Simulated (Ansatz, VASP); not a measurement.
# Two plane-wave programs on LaNb2N3

```xyz
6
Lattice="4.1058 0.0000 0.0000 0.0000 4.1058 0.0000 0.0000 0.0000 6.4433" Properties=species:S:1:pos:R:3 pbc="T T T"
La    0.0000    0.0000    3.2216
Nb    2.0529    2.0529    1.5937
Nb    2.0529    2.0529    4.8495
N     2.0529    2.0529    0.0000
N     0.0000    0.0000    0.0000
N     2.0529    2.0529    3.2216
```

Alike in both runs: task single point; functional PBE; k mesh 4 × 4 × 4; occupations gaussian, width 0.1 eV; no spin polarisation.

|  | VASP | Ansatz |
| --- | --- | --- |
| version | VASP 6.6.1 | Ansatz 0.2.0 |
| potentials or method | VASP PAW PBE potentials, release 64 (La, Nb_sv, N) | scalar-relativistic, plane waves, PAW |
| plane-wave cutoff (eV) | 520 | 420 |
| valence electrons in the cell | 52 | 52 |

|  | VASP | Ansatz | Ansatz less VASP |
| --- | --- | --- | --- |
| gap on the k mesh at the Fermi level (eV) | none | none | - |
| rms of the force components (eV/Å) | 0.821 | 0.836 | +0.0148 |

Atom by atom the forces differ by 0.015 eV/Å (rms over components). A gap of «none» marks a metal or a gap that the smearing closes. The functional is the same, so the differences come from potentials, cutoffs and numerics.

Caveats: the k mesh is coarse (spacing up to 0.38 Å⁻¹), so the values aren't converged; forces of over 1 eV/Å show positions far from the minimum, so gaps and moduli don't describe the material at rest. The runs have no spin-orbit coupling, so splittings on La are missing.
